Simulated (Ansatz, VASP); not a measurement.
# Cross-check of ZnIn2Ga2O7 (glassy ZnIn2Ga2O7) between VASP and Ansatz

One calculation is typed for both programs; each brings its own data sets. How far apart do they land? The cell is taken from a series of runs on this material, whose earlier steps may have relaxed, scaled, displaced or heated it; both programs get it as it stands.

Main program and level: Ansatz 0.2.0; plane waves, with VASP 6.6.1 beside it; single point at LDA.

## Step 1: The structure

The cell holds 180 atoms: 30 Ga, 30 In, 105 O and 15 Zn. Its edges and angles: a = 13.276 Å, b = 13.276 Å, c = 13.276 Å, α = 90.0°, β = 90.0°, γ = 90.0°. As first built, before any earlier steps moved the atoms (in the runner's words): 180 atoms (30 Fe, 30 Sc, 105 O, 15 Zn) placed at random at 4.03 g/cm^3, melted at 4500 K for 20 ps at fixed volume with the Morse and Coulomb pair potential with partial charges (Pedone, Malavasi, Menziani, Cormack and Segre, J. Phys. Chem. B 110, 11780 (2006)). Quenched from 4500 K to 300 K at 20 K/ps and fixed volume, held 5 ps. Then Fe was replaced by Ga, Sc was replaced by In (the potential has no terms for the new elements, so the cell is a start for a DFT relaxation).

## Step 2: Ansatz: single point, LDA

Ansatz runs on its default PAW (the set named soft_2) files.

A single point gives forces, pressure and levels at one fixed geometry, so differences don't come from the geometry; what else differs is listed under the comparison.

The input, input.yaml:

```yaml
crystal:
  lattice:
    - [13.2759, 0.0, 0.0]
    - [0.0, 13.2759, 0.0]
    - [0.0, 0.0, 13.2759]
  atoms:
    - { symbol: Ga, position: [0.27612, 0.63669, 0.78001] }
    - { symbol: Ga, position: [0.48126, 0.07244, 0.87982] }
    - { symbol: Ga, position: [0.3038, 0.8688, 0.16744] }
    - { symbol: Ga, position: [0.03552, 0.01, 0.90858] }
    - { symbol: Ga, position: [0.82891, 0.24667, 0.07919] }
    - { symbol: Ga, position: [0.36248, 0.66428, 0.0074] }
    - { symbol: Ga, position: [0.50838, 0.8877, 0.02698] }
    - { symbol: Ga, position: [0.09134, 0.82564, 0.74806] }
    - { symbol: Ga, position: [0.66898, 0.10374, 0.68489] }
    - { symbol: Ga, position: [0.71142, 0.89137, 0.50691] }
    - { symbol: Ga, position: [0.31902, 0.9054, 0.39054] }
    - { symbol: Ga, position: [0.88818, 0.0709, 0.24287] }
    - { symbol: Ga, position: [0.09277, 0.11729, 0.36388] }
    - { symbol: Ga, position: [0.51909, 0.01884, 0.46027] }
    - { symbol: Ga, position: [0.25907, 0.05151, 0.98266] }
    - { symbol: Ga, position: [0.26844, 0.23867, 0.1861] }
    - { symbol: Ga, position: [0.50475, 0.92583, 0.66348] }
    - { symbol: Ga, position: [0.70442, 0.00492, 0.30921] }
    - { symbol: Ga, position: [0.91293, 0.87792, 0.33986] }
    - { symbol: Ga, position: [0.96895, 0.70089, 0.14815] }
    - { symbol: Ga, position: [0.80301, 0.09292, 0.89826] }
    - { symbol: Ga, position: [0.69307, 0.74461, 0.70616] }
    - { symbol: Ga, position: [0.16929, 0.81981, 0.97622] }
    - { symbol: Ga, position: [0.72982, 0.69887, 0.31392] }
    - { symbol: Ga, position: [0.60856, 0.69393, 0.0929] }
    - { symbol: Ga, position: [0.04226, 0.22808, 0.87391] }
    - { symbol: Ga, position: [0.51828, 0.77865, 0.46664] }
    - { symbol: Ga, position: [0.52047, 0.87956, 0.26184] }
    - { symbol: Ga, position: [0.89523, 0.41721, 0.92738] }
    - { symbol: Ga, position: [0.88185, 0.30682, 0.32611] }
[... 144 atom lines left out ...]
    - { symbol: Zn, position: [0.08335, 0.61396, 0.93945] }
    - { symbol: Zn, position: [0.21262, 0.64026, 0.16131] }
    - { symbol: Zn, position: [0.81684, 0.61438, 0.97758] }
    - { symbol: Zn, position: [0.58272, 0.56008, 0.88196] }
    - { symbol: Zn, position: [0.62654, 0.39198, 0.68126] }
    - { symbol: Zn, position: [0.84646, 0.91036, 0.74309] }
kpoints:
  mp_grid: { grid: [1, 1, 1] }
hamiltonian:
  xc: lda
scf:
  occupations: { method: fermi_dirac, width: 0.05 }
output:
  forces: true
```

Launch:

```
> ansatz run input.yaml --threads 16 --pin off --max-ram 31232MiB --backend cpu --events-out ev --progress --plain --runs-dir out
```

Numbers of over 12 decimals in the logs are rounded to 6 here.

The log of the run:

```text
Engine: ansatz 0.2.0, aarch64-unknown-linux-gnu
Pseudopotentials: kind: paw
Pseudopotential: Ga, paw, valence charge 13, recommended cutoff 420 eV (normal), Ga.paw.azcp
Pseudopotential: In, paw, valence charge 13, recommended cutoff 420 eV (normal), In.paw.azcp
Pseudopotential: O, paw, valence charge 6, recommended cutoff 420 eV (normal), O.paw.azcp
Pseudopotential: Zn, paw, valence charge 12, recommended cutoff 420 eV (normal), Zn.paw.azcp
Functional definition: SPW92
  exchange = slater_x
  correlation = pw_c
Crystal: 180 atoms, lattice volume = 2339.871 Å³
Basis set: ecut = 420 eV, 45817 PW (Γ)
Bands: 975, of which v1, the nominal top of the filled ones, is band 795 counted from 1 (794 counted from 0)
Symmetry: 1 space group operations
Space group: P1 (ITA 1), of the structure as read, at distance tolerance 1.3e-4 Å
k-points: 1
Non-local potential: Ga, projectors of the file, l = 0: 2, l = 1: 2, l = 2: 3, l = 3: 1
Non-local potential: In, projectors of the file, l = 0: 2, l = 1: 2, l = 2: 2, l = 3: 2
Non-local potential: O, projectors of the file, l = 0: 2, l = 1: 2, l = 2: 1
Non-local potential: Zn, projectors of the file, l = 0: 2, l = 1: 2, l = 2: 3, l = 3: 1
PAW form: soft (Blöchl's): semilocal exchange-correlation on the pseudo side does not see the compensation charge
PAW frozen core: Ga, regenerated for the run's functional, and the local potential with it (the file was generated under x = pbe(κ = 0.804, μ = 0.219515), c = pbe(β = 0.066725))
PAW frozen core: In, regenerated for the run's functional, and the local potential with it (the file was generated under x = pbe(κ = 0.804, μ = 0.219515), c = pbe(β = 0.066725))
PAW frozen core: O, regenerated for the run's functional, and the local potential with it (the file was generated under x = pbe(κ = 0.804, μ = 0.219515), c = pbe(β = 0.066725))
PAW frozen core: Zn, regenerated for the run's functional, and the local potential with it (the file was generated under x = pbe(κ = 0.804, μ = 0.219515), c = pbe(β = 0.066725))
PAW one-centre angular grid: Ga, 590 points (default); XC on 64 Gauss nodes
PAW one-centre angular grid: In, 590 points (default); XC on 64 Gauss nodes
PAW one-centre angular grid: O, 110 points (default); XC on 64 Gauss nodes
PAW one-centre angular grid: Zn, 590 points (default); XC on 64 Gauss nodes
Initial density: superposition of atomic densities (neutral atoms: chi_scale 0, normalization atom), corrected by the library's trained network
Initial wavefunctions: pseudopotential atomic-orbital guess
Functional: x = slater, c = lda
SCF iter   1: F=—  HF=-381925.152999 eV  |F-HF|=—  |Δ(HF+E_count)|=         —  Δρ=1.91e-2  dr2=7.51e0  ethr=1.77e-3  ⟨swp⟩=5.0  Hψ=3258  notcnv=0  defer=167
preconditioner: auto → LDOS  [insulator: Δε(μ)=0.300 eV  Ē_g=15.243 eV  σ=0.050 eV  W_gap=0.90  n_scr=690 (ndim 8)  ℏωp=30.6 eV  f_vac=0.085  D(μ)=4.44/eV (n_scr^D=6)  ε∞_Penn≈5.0  β→1.0]
SCF iter   2: F=—  HF=-381927.772078 eV  |F-HF|=—  |Δ(HF+E_count)|=    2.62e0  Δρ=3.05e-2  dr2=1.68e1  ethr=4.72e-4  ⟨swp⟩=3.0  Hψ=1930  notcnv=0  defer=173  recentre
preconditioner: auto → Resta (q_TF=auto, 2.558 Å⁻¹)  ε∞=5.0  [insulator: Δε(μ)=0.624 eV  Ē_g=15.376 eV  σ=0.050 eV  W_gap=1.00  n_scr=690 (ndim 8)  ℏωp=30.6 eV  f_vac=0.078  D(μ)=0.19/eV (n_scr^D=0)  ε∞_Penn≈5.0  β→0.5]
SCF iter   3: F=—  HF=-381923.114772 eV  |F-HF|=—  |Δ(HF+E_count)|=    4.66e0  Δρ=2.21e-3  dr2=7.87e-2  ethr=4.72e-4  ⟨swp⟩=2.0  Hψ=1604  notcnv=0  defer=173
SCF iter   4: F=—  HF=-381923.090830 eV  |F-HF|=—  |Δ(HF+E_count)|=   2.39e-2  Δρ=1.05e-3  dr2=2.03e-2  ethr=4.95e-6  ⟨swp⟩=2.0  Hψ=1752  notcnv=0  defer=119
automatic band count: iteration 4 solves 921 bands in place of 975: the levels show a gap, and the empty bands left out lie too high to hold charge; the band table lists the bands solved (type scf.n_extra_bands for more)
SCF iter   5: F=—  HF=-381923.085547 eV  |F-HF|=—  |Δ(HF+E_count)|=   5.28e-3  Δρ=3.30e-4  dr2=2.81e-3  ethr=1.28e-6  ⟨swp⟩=2.0  Hψ=1494  notcnv=0  defer=119
SCF iter   6: F=—  HF=-381923.084980 eV  |F-HF|=—  |Δ(HF+E_count)|=   5.67e-4  Δρ=1.42e-4  dr2=5.73e-4  ethr=1.77e-7  ⟨swp⟩=2.0  Hψ=1498  notcnv=0  defer=119
SCF iter   7: F=—  HF=-381923.084925 eV  |F-HF|=—  |Δ(HF+E_count)|=   5.48e-5  Δρ=6.75e-5  dr2=1.41e-4  ethr=3.60e-8  ⟨swp⟩=2.0  Hψ=1501  notcnv=0  defer=119
SCF iter   8: F=—  HF=-381923.084913 eV  |F-HF|=—  |Δ(HF+E_count)|=   1.21e-5  Δρ=3.14e-5  dr2=3.11e-5  ethr=8.84e-9  ⟨swp⟩=2.0  Hψ=1504  notcnv=0  defer=119
SCF iter   9: F=—  HF=-381923.086089 eV  |F-HF|=—  |Δ(HF+E_count)|=   1.18e-3  Δρ=1.03e-5  dr2=3.32e-6  ethr=1.95e-9  ⟨swp⟩=2.0  Hψ=1500  notcnv=0  defer=119
SCF iter  10: F=—  HF=-381923.086089 eV  |F-HF|=—  |Δ(HF+E_count)|=   3.70e-7  Δρ=6.59e-6  dr2=1.27e-6  ethr=2.09e-10  ⟨swp⟩=2.0  Hψ=1597  notcnv=0  defer=119
[...]
atom  16  Ga    -1.12988352    -0.09547580    -0.21899487
  atom  17  Ga     0.94072883     0.05612879    -0.15513120
  atom  18  Ga    -0.86168537     0.97671030     0.59545945
  atom  19  Ga    -0.48864659     0.02946143    -0.31396784
  atom  20  Ga     0.09918000    -0.52048318     0.83573260
  atom  21  Ga    -0.55265534    -0.83004651    -0.70497723
  atom  22  Ga    -0.48705958    -1.20984075    -0.91327168
  atom  23  Ga    -0.72501412     0.21093403    -0.09627749
  atom  24  Ga     0.79366492    -0.14401726    -0.50647736
  atom  25  Ga    -0.44663307    -1.42821472    -0.33254236
  atom  26  Ga    -0.30622423    -1.37483803    -0.00187290
  atom  27  Ga    -1.33890904    -0.19247912     0.30101191
  atom  28  Ga     0.59252365    -0.17706407     1.47560700
  atom  29  Ga    -0.81819486    -0.17581435     0.15070674
  atom  30  Ga     0.03954889    -0.11439373     0.79452606
  atom  31  In    -1.97404486    -1.36673568     1.56400243
  atom  32  In    -0.52248147    -0.24212610     0.27258510
  atom  33  In    -0.82769064     1.39355104     0.86718715
  atom  34  In     0.70920369     0.09227063     0.38303526
  atom  35  In    -0.09804367    -1.10241732    -0.15712723
  atom  36  In    -0.67777147     0.32290636     0.00079059
  atom  37  In     1.16177266     0.74983199    -0.15503294
  atom  38  In    -0.28843424     0.64156072     0.75158584
  atom  39  In     0.08142580    -0.21905202     0.78057760
[...]
atom 173  Zn     0.19318371    -0.19241548    -0.08403876
  atom 174  Zn    -0.48042925    -0.05674710    -0.01170719
  atom 175  Zn     0.31191257    -0.23926508    -0.16147806
  atom 176  Zn    -0.21759645    -0.04876020     0.27635447
  atom 177  Zn    -0.10064405    -0.12547098    -0.26230379
  atom 178  Zn     0.44512956     0.43509140    -0.61706237
  atom 179  Zn     0.77351210     0.66710082    -0.90136071
  atom 180  Zn    -0.08961664     0.38602173    -0.53396263
  max |Σ_I F_I| component: 1.95e-4 eV/Å
```

Reading the cycles: dr2 is the Hartree energy of the density residual (eV), the measure of convergence; HF is the Harris–Foulkes estimate of the energy, which meets the free energy F at convergence.

## Step 3: VASP: single point, LDA

The same cell, functional (in two slightly different forms), mesh and smearing now go to VASP, with its own data sets.

Lines of VASP's logs that name or quote its potential files are left out, and so is its time.

The input, INCAR:

```
SYSTEM = ZnIn2Ga2O7
PREC = Accurate
ENCUT = 520
EDIFF = 1E-06
NELM = 120
ISMEAR = -1
SIGMA = 0.05
LREAL = Auto
ALGO = Normal
GGA = CA
NBANDS = 922
LORBIT = 11
LWAVE = .FALSE.
LCHARG = .FALSE.
ISIF = 2
LASPH = .TRUE.
GGA_COMPAT = .FALSE.
EFERMI = MIDGAP
```

The input, POSCAR:

```
ZnIn2Ga2O7
1.0
   13.2759000000      0.0000000000      0.0000000000
    0.0000000000     13.2759000000      0.0000000000
    0.0000000000      0.0000000000     13.2759000000
Ga In O Zn
30 30 105 15
Direct
    0.2761200000      0.6366900000      0.7800100000
    0.4812600000      0.0724400000      0.8798200000
    0.3038000000      0.8688000000      0.1674400000
    0.0355200000      0.0100000000      0.9085800000
    0.8289100000      0.2466700000      0.0791900000
    0.3624800000      0.6642800000      0.0074000000
    0.5083800000      0.8877000000      0.0269800000
    0.0913400000      0.8256400000      0.7480600000
    0.6689800000      0.1037400000      0.6848900000
    0.7114200000      0.8913700000      0.5069100000
    0.3190200000      0.9054000000      0.3905400000
    0.8881800000      0.0709000000      0.2428700000
    0.0927700000      0.1172900000      0.3638800000
    0.5190900000      0.0188400000      0.4602700000
    0.2590700000      0.0515100000      0.9826600000
    0.2684400000      0.2386700000      0.1861000000
    0.5047500000      0.9258300000      0.6634800000
    0.7044200000      0.0049200000      0.3092100000
    0.9129300000      0.8779200000      0.3398600000
    0.9689500000      0.7008900000      0.1481500000
    0.8030100000      0.0929200000      0.8982600000
    0.6930700000      0.7446100000      0.7061600000
    0.1692900000      0.8198100000      0.9762200000
    0.7298200000      0.6988700000      0.3139200000
    0.6085600000      0.6939300000      0.0929000000
    0.0422600000      0.2280800000      0.8739100000
    0.5182800000      0.7786500000      0.4666400000
    0.5204700000      0.8795600000      0.2618400000
    0.8952300000      0.4172100000      0.9273800000
    0.8818500000      0.3068200000      0.3261100000
[... 144 atom lines left out ...]
    0.0833500000      0.6139600000      0.9394500000
    0.2126200000      0.6402600000      0.1613100000
    0.8168400000      0.6143800000      0.9775800000
    0.5827200000      0.5600800000      0.8819600000
    0.6265400000      0.3919800000      0.6812600000
    0.8464600000      0.9103600000      0.7430900000
```

The input, KPOINTS:

```
Automatic mesh
0
Gamma
1 1 1
0 0 0
```

The projector-augmented-wave data sets are Ga_d, In_d, O and Zn (LDA family, release 64).

Launch:

```
> export OMP_NUM_THREADS=3
> mpirun -np 1 vasp_gam
```

The log of the run:

```text
[banner, memory and clock lines left out]
running    1 mpi-ranks, on    1 nodes
[...]
Offloading initialized ...    1 GPUs detected
[...]
LDA part: xc-table for (Slater(with rela. corr.)+CA(PZ))
 , standard interpolation
 POSCAR, INCAR and KPOINTS ok, starting setup
[...]
entering main loop
       N       E                     dE             d eps       ncg     rms          rms(c)
DAV:   1     0.418048884923E+05    0.41805E+05   -0.61771E+05  1844   0.312E+03
DAV:   2     0.106638442932E+05   -0.31141E+05   -0.29712E+05  1844   0.962E+02
DAV:   3     0.762882229572E+03   -0.99010E+04   -0.93782E+04  2172   0.403E+02
DAV:   4    -0.106126728644E+04   -0.18241E+04   -0.17548E+04  2144   0.177E+02
[...]
DAV:  26    -0.110340112309E+04    0.48253E-05   -0.37188E-05  2920   0.278E-02    0.107E-02
DAV:  27    -0.110340112634E+04   -0.32540E-05   -0.27095E-05  1872   0.148E-02    0.163E-02
DAV:  28    -0.110340112694E+04   -0.59704E-06   -0.35624E-06  1400   0.297E-03
   1 F= -.11034011E+04 E0= -.11033947E+04  d E =-.128761E-01
```

Parts of OUTCAR (step 3):

```text
  Total     -157.3642227   -134.9047904   -144.8164401      6.7913322      5.0640429      7.5515008
  in kB     -107.7518328    -92.3732101    -99.1600032      4.6502215      3.4674966      5.1707309
  external PRESSURE =     -99.7616821 kB  Pullay stress =       0.0000000 kB

  FREE ENERGIE OF THE ION-ELECTRON SYSTEM (eV)
  ---------------------------------------------------
  free  energy   TOTEN  =     -1103.4011269378 eV

  energy  without entropy=    -1103.3882508067  energy(sigma->0) =    -1103.39468887

[... 3 further parts left out ...]
[key lines of the parts left out:]
E-fermi :   3.5139
```

The run ends at a pressure of -9.98 GPa, with forces up to 2.9 eV/Å.

## Step 4: Comparison

Known differences besides the potentials themselves: the two LDA forms differ slightly; the cutoff is 420 eV in Ansatz and 520 eV in VASP (PREC = Accurate, projectors in real space); VASP's log shows a relativistic correction to its local exchange, Ansatz's none. Total energies have different zeros and are not compared.

Both answers:

```tsv
quantity	Ansatz	VASP	difference
gap on the k mesh (eV)	0.467	0.470	-0.003
```

Forces on 10 of the 180 atoms, those with the largest forces and the largest differences (eV/Å; atoms numbered as in POSCAR):

```tsv
atom	Ansatz x, y, z	VASP x, y, z
In31	-1.974, -1.367, 1.564	-1.983, -1.415, 1.565
In40	1.652, -1.529, -0.833	1.663, -1.509, -0.831
In49	1.253, -1.497, 1.478	1.244, -1.511, 1.495
O63	0.856, 1.044, 1.913	0.888, 1.066, 1.916
O67	-1.146, 0.232, -1.794	-1.142, 0.224, -1.792
O92	-0.733, 0.671, 0.522	-0.815, 0.698, 0.559
O118	0.736, 0.167, -0.228	0.627, 0.157, -0.165
O123	0.277, -0.498, 2.627	0.281, -0.467, 2.617
O128	-0.272, -0.046, -2.475	-0.312, -0.051, -2.508
O145	0.158, -1.040, -0.964	0.218, -1.075, -0.876
```

The forces differ by 28 meV/Å r.m.s., which is 4.0 % of the r.m.s. force of 0.708 eV/Å (both taken over all components). A gap on the mesh is an upper bound, since the band edges may lie between its points.

## Step 5: Results

| Quantity | Value |
| --- | --- |
| r.m.s. force difference (single point, LDA) | 4.0 % of the r.m.s. force |

The r.m.s. force difference is 4.0 % of the r.m.s. force (single point, LDA), beyond the 3 % picked in this series as the mark of a large difference. What causes the difference of the single point, LDA pair stays open here. Such differences can come from data sets, numerical settings and the points named under the comparisons, not from the functional's error against experiment.

[Lines on the potential files, build, host, timing and source positions are cut from VASP's logs without a mark.]

[Logs are printed without paths, hosts, clocks, repeated set-up lines and the standing remarks that a program may print on its own settings, such as how far it seeks lower states.]

[Hosts, paths, dates, database ids (printed as entryN), source tags and the programs' standing remarks are cut or masked in the printed files.]
